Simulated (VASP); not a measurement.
All values below come from PBE GGA, VASP's PBE PAW potentials (set 64) (plane waves; VASP).

Input for VASP

**POSCAR**
```
Ir
1
    0.0000000000     1.9044879027     1.9044879027
    1.9044879027     0.0000000000     1.9044879027
    1.9044879027     1.9044879027     0.0000000000
Ir
1
Direct
  0.0000000000   0.0000000000   0.0000000000
```

INCAR:
```
! general
SYSTEM =Ir
PREC   =Accurate
ENCUT  =500
LREAL  =F
LASPH  =T

! electronic loop
EDIFF  =1E-6
NELM   =100
ALGO   =Normal
LMAXMIX=6

! smearing
ISMEAR =1
SIGMA  =0.1

! functional
GGA    =PE

! ions
IBRION =2
NSW    =40
ISIF   =3
EDIFFG =-0.02
PSTRESS=300

! output
LWAVE  =F
LCHARG =F
```

KPOINTS:
```
kpoints
0
gamma
 16 16 16
0 0 0
```

POTCAR, in this order: Ir (PBE.64 set). Program: vasp_std.

Q: What will the output report for the number of irreducible k-points (NKPTS), largest plane-wave count, number of space-group operations, FFT grid (NGX, NGY, NGZ)?

A: 
The number of irreducible k-points (NKPTS) is 145, the largest plane-wave count comes out as 363 and the number of space-group operations is 48. The FFT grid (NGX, NGY, NGZ) is 20 × 20 × 20.

The compound is Ir in the fcc structure. This run relaxes it under an external pressure of 30 GPa. Symmetry was kept, so distortions that lower it aren't found.
